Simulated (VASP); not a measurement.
Calculation: PBEsol GGA, VASP's PBE PAW potentials (set 64) (plane waves; VASP).

VASP input:

**KPOINTS**
```
Regular mesh
0
G
6 6 2
0 0 0
```

File POSCAR:
```
HgI2
4.4485460
  0.5544658862  -0.8322065232   0.0000000000
  0.5544658862   0.8322065232   0.0000000000
  0.0000000000   0.0000000000   3.1255790094
Hg I
2 4
Cartesian
  0.5544658862  -0.2604972859   0.0039069738
  0.5544658862   0.2604972859   1.5666964785
  0.5544658862  -0.1708519992   1.9725529128
  0.5544658862   0.1708519992   0.4097634081
  0.5544658862   0.6907813467   1.1594022778
  0.5544658862  -0.6907813467   2.7221917825
```

INCAR:
```
# general
SYSTEM   =  HgI2
PREC     =  Accurate
ENCUT    =  300
LREAL    =  .False.
LASPH    =  .True.

# electronic loop
EDIFF    =  1E-6
NELM     =  100
ALGO     =  Normal
LMAXMIX  =  6

# smearing
ISMEAR   =  0
SIGMA    =  0.01

# functional
GGA      =  PS

# ions
ISIF     =  2

# output
LWAVE    =  .False.
LCHARG   =  .False.
```

POTCAR, in this order: Hg I (PBE.64 set). Program: vasp_std.

Problem. What will the output report for the number of irreducible k-points (NKPTS), largest plane-wave count, number of space-group operations, FFT grid (NGX, NGY, NGZ)?

Solution. 
```
Quantity                                       Value
--------------------------------------  ------------
number of irreducible k-points (NKPTS)            26
largest plane-wave count                        3019
number of space-group operations                   4
FFT grid (NGX, NGY, NGZ)                28 × 28 × 80
```

The structure comes from a computed database's HgI2 entry (Cmc2_1); how it stands against other phases isn't given here. The cell was not relaxed at this level. The run is one of a series of settings (KPOINTS 6×6×2 Γ-centred mesh against the base run), some of them coarse on purpose.
